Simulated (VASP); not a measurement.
VASP runs on CdI₂ (space group P-3m1) share one base input (PBE GGA, plane waves, VASP's PBE PAW potentials (set 64)) and change the settings named in each case.

**INCAR**
```
SYSTEM = CdI2
PREC = Accurate
ENCUT = 300
EDIFF = 1E-6
NELM = 100
ALGO = Normal
LREAL = Auto
LASPH = .TRUE.
ISMEAR = 0
SIGMA = 0.02
GGA = PE
LMAXMIX = 4
LWAVE = .FALSE.
LCHARG = .FALSE.
ISIF = 2
```

POSCAR:
```
CdI2
1
    4.2250100000     0.0000000000     0.0000000000
   -2.1125050000     3.6589660000     0.0000000000
    0.0000000000     0.0000000000    35.8271980000
Cd I
5 10
Direct
  0.6666670000   0.3333330000   0.8001500000
  0.3333330000   0.6666670000   0.1998500000
  0.0000000000   0.0000000000   0.4000600000
  0.0000000000   0.0000000000   0.5999400000
  0.0000000000   0.0000000000   0.0000000000
  0.6666670000   0.3333330000   0.9526800000
  0.3333330000   0.6666670000   0.0473200000
  0.6666670000   0.3333330000   0.1525600000
  0.3333330000   0.6666670000   0.8474400000
  0.3333330000   0.6666670000   0.4473100000
  0.6666670000   0.3333330000   0.5526900000
  0.6666670000   0.3333330000   0.3526800000
  0.3333330000   0.6666670000   0.6473200000
  0.0000000000   0.0000000000   0.7528000000
  0.0000000000   0.0000000000   0.2472000000
```

KPOINTS:
```
Automatic mesh
0
Gamma
7 7 1
0 0 0
```

POTCAR, in this order: Cd I (PBE.64 set). Program: vasp_std.

```tsv
change	E(σ→0) (eV/atom)	pressure (GPa)
base run	-1.8290	2.30
EDIFF = 1E-09, ENCUT = 420, KPOINTS 10×10×2 Γ-centred mesh	-1.8300	…
ENCUT = 210, KPOINTS 8×8×8 Γ-centred mesh	-1.7248	-13.02
EDIFF = 1E-03, ENCUT = 150, KPOINTS 8×8×8 Γ-centred mesh	1.0140	-117.34
EDIFF = 1E-03, ENCUT = 240, KPOINTS 2×2×2 Γ-centred mesh	-1.5124	1.33
EDIFF = 1E-04, ENCUT = 180, GGA removed, KPOINTS 6×6×6 Γ-centred mesh, POTCAR Cd I (LDA.64 set)	-1.7207	-48.52
ENCUT = 150, KPOINTS 2×2×2 Γ-centred mesh shifted by (0.5, 0.5, 0.5)	1.0402	-119.79
```

Question: What belongs in the gaps?

Answer: 
- EDIFF = 1E-09, ENCUT = 420, KPOINTS 10×10×2 Γ-centred mesh, pressure (GPa): 2.13

Energies of different potentials or functionals have different zeros.  Unless said otherwise, spin-orbit coupling is left out, though it shifts the bands of the heavy elements here. At 300 eV the pressure can carry a Pulay error.

Left out are runs that ran out of time, are held back, or changed the cell or the kind of run, fixed moments of cells without a moment, rows past the twelfth, gaps on odd meshes, pressures of charged cells and columns that move by less than the noise.

The structure comes from a computed database's CdI2 entry; how it stands against other phases isn't given here. The cell was not relaxed at this level, its lattice was scaled by up to 2.5 %.
